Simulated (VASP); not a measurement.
A convergence study with VASP on Mg$_{2}$Si (antifluorite): a few settings are varied, all else stays as given below, so the limit is that of these other settings. The cell's lengths are 1 % over those of the tabulated start and one atom is moved, so it is off equilibrium.

```
CELL_PARAMETERS angstrom
      0.00000     3.20675     3.20675
      3.20675     0.00000     3.20675
      3.20675     3.20675     0.00000
ATOMIC_POSITIONS crystal
  Mg 0.25000 0.25000 0.25000
  Mg 0.75000 0.75000 0.75000
  Si 0.99055 0.00945 0.00945
```

Level of theory: PBE GGA, VASP's PBE PAW potentials (set 64) (plane waves; VASP). The last row used: 900 eV cut-off, 5×5×5 Γ-centred mesh, Gaussian smearing of 0.050 eV, potentials Mg Si_sv_GW.

Gaps are read on the run's mesh, which can miss a band edge. Energies of different potentials or hybrids have different zeros.

```
setting                          E (eV/atom)  pressure (GPa)  gap on the mesh (eV)  plane waves
-------------------------------  -----------  --------------  --------------------  -----------
ENCUT = 520, POTCAR Mg Si            -2.9484           -1.29                 0.474         1807
ENCUT = 700, POTCAR Mg Si            -2.9484           -1.28                 0.475         2790
ENCUT = 900, POTCAR Mg Si            -2.9484           -1.28                 0.475         4079
ENCUT = 300, POTCAR Mg_pv Si         -2.6180          -51.97                 0.463          794
ENCUT = 400, POTCAR Mg_pv Si         -2.9365           -4.62                 0.474         1243
ENCUT = 520, POTCAR Mg_pv Si         -2.9453           -1.22                 0.475         1807
ENCUT = 700, POTCAR Mg_pv Si         -2.9458           -1.35                 0.475         2790
ENCUT = 900, POTCAR Mg_pv Si         -2.9461           -1.13                 0.475         4079
ENCUT = 300, POTCAR Mg_sv Si         -2.9940         -159.51                 0.375          794
ENCUT = 400, POTCAR Mg_sv Si         -2.9335          -30.38                 0.461         1243
ENCUT = 520, POTCAR Mg_sv Si         -2.9596           -2.49                 0.474         1807
ENCUT = 700, POTCAR Mg_sv Si         -2.9573           -1.61                 0.475         2790
ENCUT = 900, POTCAR Mg_sv Si         -2.9518           -1.23                 0.476         4079
ENCUT = 300, POTCAR Mg Si_GW             [?]             [?]                 0.475          794
ENCUT = 400, POTCAR Mg Si_GW         -2.9487           -1.29                 0.476         1243
ENCUT = 520, POTCAR Mg Si_GW         -2.9487           -1.30                 0.475         1807
ENCUT = 700, POTCAR Mg Si_GW         -2.9487           -1.29                 0.476         2790
ENCUT = 900, POTCAR Mg Si_GW         -2.9487           -1.30                 0.476         4079
ENCUT = 300, POTCAR Mg Si_sv_GW      17.2877        -1036.12                 0.598          794
ENCUT = 400, POTCAR Mg Si_sv_GW      -1.9142          -97.27                 0.491         1243
ENCUT = 520, POTCAR Mg Si_sv_GW          [?]             [?]                   [?]         1807
ENCUT = 700, POTCAR Mg Si_sv_GW      -2.9483           -1.48                 0.475         2790
ENCUT = 900, POTCAR Mg Si_sv_GW      -2.9491           -1.57                 0.475         4079
```

Problem. Some entries are withheld; supply them.

Solution. 
- ENCUT = 300, POTCAR Mg Si_GW, E (eV/atom): -2.9481
- ENCUT = 300, POTCAR Mg Si_GW, pressure (GPa): -1.32
- ENCUT = 520, POTCAR Mg Si_sv_GW, E (eV/atom): -2.9171
- ENCUT = 520, POTCAR Mg Si_sv_GW, pressure (GPa): -9.93
- ENCUT = 520, POTCAR Mg Si_sv_GW, gap on the mesh (eV): 0.477

Left out are rungs that failed or repeat a setting and relaxations that didn't move; long series are thinned to 24 rows.

The compound is Mg2Si in the antifluorite structure. The cell was not relaxed at this level, it is distorted from the ideal structure.
